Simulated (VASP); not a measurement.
Take HgTe (zinc blende), against free atoms with fixed spin and no zero-point term, in VASP with PAW potentials, and its cohesive energy.

One run gives 1.83 eV/atom. Which level is it?
(A) PBE
(B) LDA
(C) PBEsol
(D) RPBE

C, PBEsol.  The others give 1.08 (RPBE), 2.28 (LDA), 1.46 (PBE).

Only levels that ran to the end are used. Left out are those held back, those with too coarse a band path, GW runs whose mesh misses a band edge, hybrids' fits of cells that aren't cubic and levels without matching references; a question may draw on a part of the rest.
